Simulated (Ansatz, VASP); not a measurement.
## Two plane-wave programs on K3Be5

```
K Be
1.0
    -3.27206    3.27206    3.27206
     3.27206   -3.27206    3.27206
     3.27206    3.27206   -3.27206
K Be
3 5
Direct
  0.00000 0.50000 0.50000
  0.50000 0.50000 0.00000
  0.50000 0.00000 0.50000
  0.00000 0.00000 0.00000
  0.00000 0.00000 0.50000
  0.00000 0.50000 0.00000
  0.50000 0.00000 0.00000
  0.50000 0.50000 0.50000
```

Change from the starting cell: species swapped into the Fe5Co3 type (Im-3m, No. 229).

Alike in both runs: task relaxation of cell and atoms; functional PBE; k mesh 4 × 4 × 4; occupations gaussian, width 0.1 eV; no spin polarisation.

|  | VASP | Ansatz |
| --- | --- | --- |
| version | VASP 6.6.1 | Ansatz 0.2.0 |
| potentials or method | VASP PAW PBE potentials, release 64 (K_sv, Be) | scalar-relativistic, plane waves, PAW |
| plane-wave cutoff (eV) | 600 | 420 |
| valence electrons in the cell | 37 | 37 |

|  | VASP | Ansatz | Ansatz less VASP |
| --- | --- | --- | --- |
| gap on the k mesh at the Fermi level, each at its own relaxed structure (eV) | none | none | - |
| relaxed volume (Å³/atom) | 23.99 | 23.76 | -0.225 |
| relaxed cell length with the largest relative difference (Å) | 6.294 | 6.274 | -0.0197 |
| energy change over the relaxation (meV/atom) | -161 | -158 | +3.8 |

A gap of «none» marks a metal or a gap that the smearing closes.

Caveats: the volume moved by over 15 % at a fixed basis, so the end points are rough.
